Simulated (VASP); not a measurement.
Given:

```
CdF2
1.0
    0.00000     2.66255     2.66255
    2.66255     0.00000     2.66255
    2.66255     2.66255     0.00000
Cd F
1 2
Direct
  0.00000   0.00000   0.00000
  0.25000   0.25000   0.25000
  0.75000   0.75000   0.75000
```

Method: r2SCAN+rVV10, VASP's PBE PAW potentials (set 64) (plane waves; VASP). Run with 520 eV cut-off, 7×7×7 Γ-centred mesh, Gaussian smearing of 0.050 eV, potentials Cd F.

Task: Give the stress tensor in GPa (positive for a compressed cell).

Result: 
```
4.13  0.00  0.00
0.00  4.13  0.00
0.00  0.00  4.13
```
The pressure is its mean diagonal, 4.13 GPa.

The compound is CdF2 in the fluorite structure. This cell is one point of a volume scan, at 0.97 of the reference volume.
